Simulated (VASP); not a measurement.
Data:

```yaml
crystal:
  lattice:
    - [3.49743, 0.00000, 0.00000]
    - [0.00000, 3.49743, 0.00000]
    - [0.00000, 0.00000, 3.49743]
  atoms:
    - { symbol: Y, position: [0.00000, 0.00000, 0.00000] }
    - { symbol: Si, position: [0.50000, 0.50000, 0.50000] }
```

Method: PBEsol GGA, VASP's PBE PAW potentials (set 64) (plane waves; VASP 6.6.1). Numerical set-up: 400 eV cut-off, Gaussian smearing of 0.050 eV, potentials Y_sv Si.

What does the run give for the band gap (along the path) with the smallest direct gap where there is one?

| Property | Value |
|---|---|
| band gap (along the path) | none (metal, semimetal or under 0.01 eV) |

The structure was generated: YSi was put into the CsCl type (Pm-3m), which need not be its known phase. It was relaxed first. The electron count is odd and the run is not spin-polarised, which forces a metal.
